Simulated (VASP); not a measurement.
# MoS2 (R3m): band edges, masses and strain, part 4 of 10

Wanted: where the band edges of MoS2 lie, how heavy the carriers are and how strain moves the gap. The start is a cell from a database of measured crystal structures.

VASP 6.6.1, plane waves and PAW; the level of theory is named at each step.

So far, least gap on mesh and path (eV): step 3 (bands on a dense mesh, PBEsol) 0.884; step 5 (bands with spin-orbit coupling, PBEsol, spin-orbit coupling) 0.854.

## 7. Dielectric tensor, Born charges and zone-centre modes

This step: PBEsol; plane waves and PAW (Mo_sv, S) (VASP 6.6.1).

Perturbation theory gives the screening, the Born charges and the zone-centre modes; it wants a tight threshold.

Input file INCAR:

```
SYSTEM = MoS2
PREC = Accurate
ENCUT = 400
EDIFF = 1E-08
NELM = 100
ISMEAR = 0
SIGMA = 0.02
LREAL = .FALSE.
ALGO = Normal
GGA = PS
NBANDS = 19
LASPH = .TRUE.
LORBIT = 11
LWAVE = .FALSE.
LCHARG = .FALSE.
KPAR = 4
IBRION = 8
LEPSILON = .TRUE.
```

Input file POSCAR:

```
MoS2
1.0
    1.5799999400      0.9122133910      6.1500000000
   -1.5799999400      0.9122133910      6.1500000000
    0.0000000000     -1.8244267820      6.1500000000
Mo S
1 2
Direct
    0.0000969778      0.0000969778      0.0000969778
    0.2493547625      0.2493547625      0.2493547625
    0.4175482597      0.4175482597      0.4175482597
```

Input file KPOINTS:

```
Automatic mesh
0
Gamma
14 14 14
0 0 0
```

The projector-augmented-wave data sets are Mo_sv and S (PBE family, release 64).

The run is started by

```console
$ mpirun -np 4 vasp_std
```

The program printed:

```text
[... set-up lines as in an earlier step ...]
 entering main loop
       N       E                     dE             d eps       ncg     rms          rms(c)
DAV:   1     0.149574222312E+03    0.14957E+03   -0.11871E+04 11280   0.106E+03
DAV:   2    -0.192662229424E+02   -0.16884E+03   -0.16474E+03 13904   0.292E+02
DAV:   3    -0.248450333370E+02   -0.55788E+01   -0.55350E+01 13294   0.502E+01
DAV:   4    -0.249052680905E+02   -0.60235E-01   -0.60207E-01 13827   0.557E+00
[...]
DAV:  15    -0.234447653769E+02   -0.32051E-07   -0.58192E-07 12304   0.428E-03    0.216E-03
DAV:  16    -0.234447653587E+02    0.18223E-07   -0.14656E-07 13248   0.261E-03    0.128E-03
DAV:  17    -0.234447653678E+02   -0.91318E-08   -0.82034E-09  7839   0.733E-04
   1 F= -.23444765E+02 E0= -.23444765E+02  d E =-.622382E-87
 Linear response reoptimize wavefunctions to high precision
DAV:   1    -0.234447653669E+02    0.91313E-09   -0.63834E-10  8641   0.178E-04
DAV:   2    -0.234447653669E+02   -0.22737E-11   -0.65865E-11  7119   0.555E-05
 Linear response G [H, r] |phi>, progress :
  Direction:   1
       N       E                     dE             d eps       ncg     rms
RMM:   1    -0.129530263422E+03   -0.12953E+03    0.17111E+02 20351   0.185E+02
RMM:   2    -0.120892035526E+03    0.86382E+01   -0.48109E+01 17642   0.410E+01
RMM:   3    -0.121419094975E+03   -0.52706E+00   -0.26899E+00 19785   0.956E+00
RMM:   4    -0.121439587341E+03   -0.20492E-01   -0.17520E-01 21085   0.212E+00
[...]
RMM:  14    -0.121440392517E+03   -0.13929E-08   -0.79482E-06 14025   0.788E-04
RMM:  15    -0.121440392533E+03   -0.16679E-07   -0.16149E-05 12977   0.785E-04
RMM:  16    -0.121440392543E+03   -0.94922E-08   -0.10417E-06 12468   0.785E-04
 Linear response G [H, r] |phi>, progress :
  Direction:   2
       N       E                     dE             d eps       ncg     rms
RMM:   1    -0.130407899797E+03   -0.13041E+03    0.14495E+02 20467   0.182E+02
RMM:   2    -0.118852583798E+03    0.11555E+02   -0.47416E+01 17745   0.409E+01
RMM:   3    -0.119369295911E+03   -0.51671E+00   -0.25385E+00 20021   0.951E+00
RMM:   4    -0.119386139416E+03   -0.16844E-01   -0.16303E-01 20973   0.209E+00
[...]
RMM:  14    -0.119386966224E+03   -0.14894E-06    0.11858E-05 14160   0.816E-04
RMM:  15    -0.119386966171E+03    0.52670E-07    0.12474E-05 13295   0.814E-04
RMM:  16    -0.119386966186E+03   -0.14195E-07    0.79781E-06 12841   0.814E-04
 Linear response G [H, r] |phi>, progress :
  Direction:   3
       N       E                     dE             d eps       ncg     rms
RMM:   1    -0.130085046741E+03   -0.13009E+03    0.21560E+02 20044   0.188E+02
RMM:   2    -0.120206989962E+03    0.98781E+01   -0.53408E+01 17959   0.409E+01
RMM:   3    -0.120755489916E+03   -0.54850E+00   -0.34132E+00 20039   0.102E+01
[...]
force on displaced ion       1 direction 1 : -20.615  -0.007  -0.000
 Born effective charge ion    1 direction 1 :  -1.051   0.001   0.000
 Linear response progress:
  Degree of freedom:   2/  6
       N       E                     dE             d eps       ncg     rms          rms(c)
RMM:   1    -0.892050653827E+00   -0.89205E+00    0.41297E+00 12334   0.206E+01
RMM:   2    -0.691113788104E+00    0.20094E+00   -0.29066E-01 16340   0.339E+00    0.191E-01
RMM:   3    -0.688877177557E+00    0.22366E-02   -0.76558E-03 20623   0.542E-01    0.119E-01
RMM:   4    -0.687547823435E+00    0.13294E-02   -0.66772E-04 23126   0.166E-01    0.654E-02
[...]
RMM:  15    -0.687183840036E+00   -0.27068E-07    0.13283E-08 24736   0.384E-05    0.865E-07
RMM:  16    -0.687183863793E+00   -0.23757E-07    0.34273E-08 24472   0.333E-05    0.506E-07
RMM:  17    -0.687183862837E+00    0.95616E-09    0.77299E-11 18326   0.296E-05    0.239E-07
 first order change of Fermi-energy   0.25722E+00
 force on displaced ion       1 direction 3 :   0.000   0.000 -30.543
 Born effective charge ion    1 direction 3 :   0.000   0.000  -0.713
 Linear response progress:
  Degree of freedom:   3/  6
       N       E                     dE             d eps       ncg     rms          rms(c)
RMM:   1    -0.106771869289E+00   -0.10677E+00   -0.12943E-01129149   0.177E+00
RMM:   2    -0.922150661708E-01    0.14557E-01   -0.99548E-03 84103   0.537E-01    0.125E-01
RMM:   3    -0.925334883127E-01   -0.31842E-03   -0.28628E-04 90061   0.993E-02    0.703E-02
RMM:   4    -0.927942225436E-01   -0.26073E-03   -0.59559E-05 90693   0.456E-02    0.146E-02
[...]
RMM:  11    -0.927548700244E-01   -0.90694E-07   -0.25323E-08100375   0.358E-05    0.565E-06
RMM:  12    -0.927549121888E-01   -0.42164E-07   -0.31793E-10 95643   0.280E-05    0.101E-06
RMM:  13    -0.927549062900E-01    0.58988E-08    0.27020E-09 87470   0.235E-05    0.717E-07
 first order change of Fermi-energy   0.22364E-03
 force on displaced ion       2 direction 1 :  -9.969  -0.001  -0.000
 Born effective charge ion    2 direction 1 :   0.533   0.003  -0.000
 Linear response progress:
  Degree of freedom:   4/  6
       N       E                     dE             d eps       ncg     rms          rms(c)
RMM:   1    -0.151787865369E+00   -0.15179E+00   -0.13344E-01 27452   0.188E+00
RMM:   2    -0.132826700514E+00    0.18961E-01   -0.11477E-02 17951   0.576E-01    0.356E-01
RMM:   3    -0.132852309919E+00   -0.25609E-04   -0.56505E-04 17363   0.144E-01    0.257E-01
RMM:   4    -0.132932782923E+00   -0.80473E-04   -0.18429E-04 17181   0.802E-02    0.872E-02
[...]
RMM:  12    -0.132980130580E+00   -0.61209E-07    0.21588E-09 19452   0.345E-05    0.889E-06
RMM:  13    -0.132980147695E+00   -0.17116E-07    0.22372E-08 19257   0.283E-05    0.833E-07
RMM:  14    -0.132980138120E+00    0.95752E-08    0.15424E-08 18366   0.246E-05    0.103E-06
 first order change of Fermi-energy   0.85336E+00
 force on displaced ion       2 direction 3 :   0.000  -0.000 -17.488
 Born effective charge ion    2 direction 3 :   0.000   0.000   0.399
 Linear response progress:
  Degree of freedom:   5/  6
       N       E                     dE             d eps       ncg     rms          rms(c)
RMM:   1    -0.106724862441E+00   -0.10672E+00   -0.12907E-01129220   0.177E+00
RMM:   2    -0.922246608633E-01    0.14500E-01   -0.97406E-03 83144   0.535E-01    0.125E-01
RMM:   3    -0.925338956325E-01   -0.30923E-03   -0.26327E-04 89383   0.980E-02    0.703E-02
```

The job ended after 41 min (4 MPI ranks of Intel Xeon 6975P-C (Granite Rapids), shared host).

The run was cut off at its time limit.

More ranks or a longer limit might have been enough; this was not tried.

## 8. Bands on the mesh of the strain series

The unstrained gap is taken on the mesh of the strained cells, so that mesh errors cancel.

Input file INCAR:

```
SYSTEM = MoS2
PREC = Accurate
ENCUT = 400
EDIFF = 1E-06
NELM = 100
ISMEAR = 0
SIGMA = 0.02
LREAL = .FALSE.
ALGO = Normal
GGA = PS
NBANDS = 26
LASPH = .TRUE.
LORBIT = 11
LWAVE = .FALSE.
LCHARG = .FALSE.
KPAR = 4
ISIF = 2
```

POSCAR is that of step 7.

Input file KPOINTS:

```
Automatic mesh
0
Gamma
10 10 10
0 0 0
```

Input file KPOINTS_OPT:

```
Line mode
16
Line-mode
Reciprocal
  0.00000000   0.00000000   0.00000000 GAMMA
  0.50000000   0.00000000   0.00000000 L

  0.50000000   0.00000000   0.00000000 L
  0.50000000   0.18133401  -0.18133401 B1

  0.81866599   0.50000000   0.18133401 B
  0.50000000   0.50000000   0.50000000 Z

  0.50000000   0.50000000   0.50000000 Z
  0.00000000   0.00000000   0.00000000 GAMMA

  0.00000000   0.00000000   0.00000000 GAMMA
  0.34066700   0.00000000  -0.34066700 X

  0.65933300   0.34066700   0.00000000 Q
  0.50000000   0.50000000   0.00000000 F

  0.50000000   0.50000000   0.00000000 F
  0.65933300   0.65933300   0.18133401 P1

  0.65933300   0.65933300   0.18133401 P1
  0.50000000   0.50000000   0.50000000 Z

  0.50000000   0.00000000   0.00000000 L
  0.81866599   0.34066700   0.34066700 P
```

The run is started by

```console
$ mpirun -np 4 vasp_std
```

The program printed:

```text
[... set-up lines as in an earlier step ...]
 entering main loop
       N       E                     dE             d eps       ncg     rms          rms(c)
DAV:   1     0.146110739854E+03    0.14611E+03   -0.11210E+04  6104   0.777E+02
DAV:   2    -0.196255776161E+02   -0.16574E+03   -0.15979E+03  7352   0.236E+02
DAV:   3    -0.248621338418E+02   -0.52366E+01   -0.52000E+01  7338   0.395E+01
DAV:   4    -0.249055493495E+02   -0.43416E-01   -0.43397E-01  7430   0.396E+00
DAV:   5    -0.249061044746E+02   -0.55513E-03   -0.55508E-03  7360   0.440E-01    0.256E+01
DAV:   6    -0.238118035904E+02    0.10943E+01   -0.75449E+00  6310   0.148E+01    0.877E+00
DAV:   7    -0.235644384081E+02    0.24737E+00   -0.28876E+00  6150   0.836E+00    0.614E+00
DAV:   8    -0.234467563087E+02    0.11768E+00   -0.48296E-01  6616   0.351E+00    0.148E+00
DAV:   9    -0.234451707778E+02    0.15855E-02   -0.16167E-02  7408   0.666E-01    0.523E-01
DAV:  10    -0.234447684987E+02    0.40228E-03   -0.15098E-03  6918   0.255E-01    0.149E-01
DAV:  11    -0.234448117351E+02   -0.43236E-04   -0.25801E-04  7034   0.794E-02    0.674E-02
DAV:  12    -0.234447958479E+02    0.15887E-04   -0.44231E-05  6614   0.323E-02    0.301E-02
DAV:  13    -0.234448019117E+02   -0.60638E-05   -0.63992E-06  6516   0.124E-02    0.652E-03
DAV:  14    -0.234448019385E+02   -0.26824E-07   -0.54455E-07  5658   0.371E-03
   1 F= -.23444802E+02 E0= -.23444802E+02  d E =-.169299-106
 Start KPOINTS_OPT (optional k-point list driver)
k-point batch [1-116\144]
       N       E                     dE             ncg
DAV:   1    -0.889913581003E+04   -0.82395E+05     6256
DAV:   2    -0.277132179483E+05   -0.18814E+05     7358
DAV:   3    -0.282768758818E+05   -0.56366E+03     7318
DAV:   4    -0.282815475961E+05   -0.46717E+01     7342
DAV:   5    -0.282816077880E+05   -0.60192E-01     7308
DAV:   6    -0.282816088797E+05   -0.10917E-02     7326
DAV:   7    -0.282816089037E+05   -0.23951E-04     7414
DAV:   8    -0.282816089042E+05   -0.50331E-06     5240
k-point batch [117-144\144]
       N       E                     dE             ncg
DAV:   1     0.528563054586E+05   -0.21511E+05     1512
DAV:   2     0.484323229938E+05   -0.44240E+04     1762
DAV:   3     0.483015233470E+05   -0.13080E+03     1790
DAV:   4     0.483004634518E+05   -0.10599E+01     1768
DAV:   5     0.483004497303E+05   -0.13721E-01     1790
DAV:   6     0.483004494803E+05   -0.25001E-03     1808
DAV:   7     0.483004494748E+05   -0.55022E-05     1768
DAV:   8     0.483004494747E+05   -0.11440E-06     1344
```

Run time: 63 s. Hardware: 4 MPI ranks; peak memory 1.4 GiB; 4.1 min of CPU time.

OUTCAR, selected parts (step 8):

```text
   k-points           NKPTS =    116   k-points in BZ     NKDIM =    116   number of bands    NBANDS=     26

   NELECT =      26.0000    total number of electrons

 E-fermi :   7.8605

 k-point     1 :       0.0000    0.0000    0.0000
  band No.  band energies     occupation
    ...
      9       4.1634      2.00000
     10       5.2888      2.00000
     11       5.2888      2.00000
     12       6.3148      2.00000
     13       6.3408      2.00000
     14       9.6013      0.00000
     15       9.6013      0.00000
     16      10.0126      0.00000
     17      10.0126      0.00000
     18      13.0007      0.00000
    ...

  Total       -0.5297363     -0.5297363      0.0323031      0.0000000      0.0000000      0.0000000
  in kB      -15.9584396    -15.9584396      0.9731381      0.0000000      0.0000000      0.0000000
  external PRESSURE =     -10.3145803 kB  Pullay stress =       0.0000000 kB

 POSITION                                       TOTAL-FORCE (eV/Angst)
 -----------------------------------------------------------------------------------
      0.00000      0.00000      0.00179         0.000000      0.000000      0.000344
      0.00000      0.00000      4.60060         0.000000     -0.000000     -0.000326
      0.00000      0.00000      7.70377         0.000000      0.000000     -0.000018
 -----------------------------------------------------------------------------------
    total drift:                                0.000000      0.000000      0.000081

  FREE ENERGIE OF THE ION-ELECTRON SYSTEM (eV)
  ---------------------------------------------------
  free  energy   TOTEN  =       -23.4448019385 eV

  energy  without entropy=      -23.4448019385  energy(sigma->0) =      -23.44480194

[... 8 parts as in an earlier step ...]

[... 8 further parts left out ...]
```

This step gave:

```
SCF cycles                        : 14
bands                             : 26
irreducible k-points              : 116
free energy (TOTEN)               : -23.44 eV
Fermi energy                      : 7.861 eV
pressure                          : -1.031 GPa
least gap on mesh and path        : 0.8828 eV
least direct gap on mesh and path : 1.735 eV
```

Electronic bands along the path, in eV, zero at the valence-band top; v1 is the highest filled band, c1 the lowest empty one:

```tsv
point	v4	v3	v2	v1	c1	c2	c3	c4
Γ	-2.27	-2.27	-1.24	-1.21	2.05	2.05	2.46	2.46
0.47 of the way	-3.20	-2.60	-1.58	-1.45	1.21	1.84	2.49	2.97
L	-4.00	-2.36	-1.60	-1.49	1.62	2.02	3.46	3.48
0.47 of the way	-3.84	-3.02	-2.53	-1.11	1.44	2.26	2.67	3.95
B1	-4.38	-3.79	-2.82	-0.77	1.03	2.25	3.02	4.25
jump to B	-4.38	-3.79	-2.82	-0.77	1.03	2.25	3.02	4.25
0.47 of the way	-4.18	-2.80	-1.94	-1.57	1.47	1.86	2.18	3.64
Z	-3.41	-2.24	-2.24	0.00	2.15	2.15	2.32	2.32
0.47 of the way	-2.73	-2.25	-2.25	-0.25	2.09	2.09	2.39	2.39
Γ	-2.27	-2.27	-1.24	-1.21	2.05	2.05	2.46	2.46
0.47 of the way	-3.69	-2.68	-1.53	-1.46	0.93	1.78	2.23	3.56
X	-4.39	-3.71	-2.88	-0.75	1.00	2.26	3.00	4.26
jump to Q	-4.39	-3.71	-2.88	-0.75	1.00	2.26	3.00	4.26
0.47 of the way	-4.04	-3.35	-2.76	-1.00	1.49	2.47	2.94	3.65
F	-3.92	-2.94	-1.79	-1.32	1.58	2.16	2.98	3.92
0.47 of the way	-3.93	-2.91	-1.78	-1.32	1.58	2.17	2.99	3.89
P1	-3.94	-2.81	-1.75	-1.34	1.58	2.19	3.04	3.80
0.47 of the way	-3.27	-2.53	-2.42	-1.44	1.62	2.05	2.15	3.26
Z	-3.41	-2.24	-2.24	0.00	2.15	2.15	2.32	2.32
jump to L	-4.00	-2.36	-1.60	-1.49	1.62	2.02	3.46	3.48
0.47 of the way	-3.98	-2.50	-1.64	-1.43	1.61	2.09	3.33	3.57
P	-3.94	-2.81	-1.75	-1.34	1.58	2.19	3.04	3.80
```

Of the projections kept (Mo, S), the largest for each band there; the rest of the weight can lie on other orbitals:

```tsv
point	v4	v3	v2	v1	c1	c2	c3	c4
Γ	Mo 0.62	Mo 0.62	S 0.58	Mo 0.53	S 0.51	S 0.51	S 0.61	S 0.61
L	Mo 0.57	S 0.72	S 0.82	Mo 0.71	Mo 0.96	Mo 0.92	Mo 0.63	Mo 0.62
B1	S 0.64	S 0.78	S 0.67	Mo 0.84	Mo 0.92	Mo 0.79	Mo 0.78	Mo 0.71
B	S 0.64	S 0.78	S 0.67	Mo 0.84	Mo 0.92	Mo 0.79	Mo 0.78	Mo 0.71
Z	Mo 0.71	Mo 0.63	Mo 0.63	Mo 0.70	S 0.52	S 0.52	S 0.60	S 0.60
Γ	Mo 0.62	Mo 0.62	S 0.58	Mo 0.53	S 0.51	S 0.51	S 0.61	S 0.61
```

Between step 3 and this run (k-mesh 10×10×10 and points per path segment 16) the value for the least gap on mesh and path moves from 0.884 eV to 0.883 eV.

(Part 4 of 10 ends here.)

[Lines on the potential files, build, host, timing and source positions are cut from VASP's logs without a mark.]

[Logs are printed without paths, hosts, clocks, repeated set-up lines and the standing remarks that a program may print on its own settings, such as how far it seeks lower states.]

[Hosts, paths, dates, database ids (printed as entryN), source tags and the programs' standing remarks are cut or masked in the printed files.]

[In band tables of VASP the shares of atoms and orbitals are scaled to a sum of 1 inside the atoms' spheres.]

[Gaps and slopes under strain along one axis are those of the sampled path and mesh points; where strain splits equal valleys, another of them can be the edge.]
